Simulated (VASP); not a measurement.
Method: PBE GGA, VASP's PBE PAW potentials (set 64) (plane waves; VASP 6.6.1).

The input files of a VASP run:

**KPOINTS**
```
kpoints
0
Gamma
8 8 8
```

### INCAR
```
SYSTEM = Al3Sc
PREC = Accurate; ENCUT = 480; LREAL = .FALSE.
LASPH = .TRUE.
EDIFF = 1E-7; NELM = 100; ALGO = Normal
LMAXMIX = 4
ISMEAR = 1; SIGMA = 0.1
GGA = PE
IBRION = 2; NSW = 30; ISIF = 2
EDIFFG = -0.01
LWAVE = .FALSE.; LCHARG = .FALSE.
```

**POSCAR**
```
Al3Sc
1
    3.9421034645     0.0000000000     0.0000000000
    0.0000000000     3.9421034645     0.0000000000
    0.0000000000     0.0000000000     3.9421034645
Sc Al
1 3
Direct
  0.0000000000   0.0000000000   0.0000000000
  0.0000000000   0.5000000000   0.5000000000
  0.5000000000   0.0000000000   0.5000000000
  0.5000000000   0.5000000000   0.0000000000
```

POTCAR, in this order: Sc_sv Al (PBE.64 set). Program: vasp_std.

### Question
Predict the energy per atom (σ→0), pressure, band gap (on the k-mesh).

### Answer

- energy per atom (σ→0) = -4.747 eV/atom
- band gap (on the k-mesh) = none (metal, semimetal or under 0.01 eV)
- pressure = 13.64 GPa

**OSZICAR**
```
...
DAV:   7    -0.190116051567E+02    0.52304E-01   -0.68527E-02  1058   0.216E+00    0.223E+00
DAV:   8    -0.189907155813E+02    0.20890E-01   -0.31441E-02  1440   0.155E+00    0.221E-01
DAV:   9    -0.189904216595E+02    0.29392E-03   -0.28431E-03  1228   0.444E-01    0.112E-01
DAV:  10    -0.189903581687E+02    0.63491E-04   -0.25504E-04  1412   0.133E-01    0.752E-02
DAV:  11    -0.189903567846E+02    0.13841E-05   -0.30508E-05  1296   0.407E-02    0.474E-02
DAV:  12    -0.189903555472E+02    0.12374E-05   -0.11643E-05  1470   0.296E-02    0.924E-03
DAV:  13    -0.189903555271E+02    0.20036E-07   -0.33248E-07  1146   0.422E-03
   1 F= -.18990356E+02 E0= -.18989921E+02  d E =-.189904E+02
```

The compound is Al3Sc in the L1_2 structure. This cell was strained or had an atom moved on purpose.
